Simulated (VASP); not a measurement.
```xyz
2
Lattice="3.7455 0.0000 0.0000 0.0000 3.7455 0.0000 0.0000 0.0000 3.7455" Properties=species:S:1:pos:R:3 pbc="T T T"
Y      0.0000     0.0000     0.0000
Sb     1.8728     1.8728     1.8728
```

Computed with PBEsol GGA, VASP's PBE PAW potentials (set 64) (plane waves; VASP). Settings: 400 eV cut-off, 11×11×11 Γ-centred mesh, tetrahedra with Blöchl corrections, potentials Y_sv Sb.

Unless said otherwise, spin-orbit coupling is left out, though it shifts the bands of the heavy elements here.

Question: Estimate the energy per atom (σ→0), band gap (on the k-mesh) with the smallest direct gap where there is one.

Answer: 
```
Item                                                         Value
------------------------  ----------------------------------------
band gap (on the k-mesh)  none (metal, semimetal or under 0.01 eV)
energy per atom (σ→0)                               -6.567 eV/atom
```

Total energies compare only between runs with the same potentials, cut-off and functional.

The structure was generated: YSb was put into the CsCl type type (Pm-3m), which need not be its known phase. It was relaxed first, which changed the volume by -33 %.
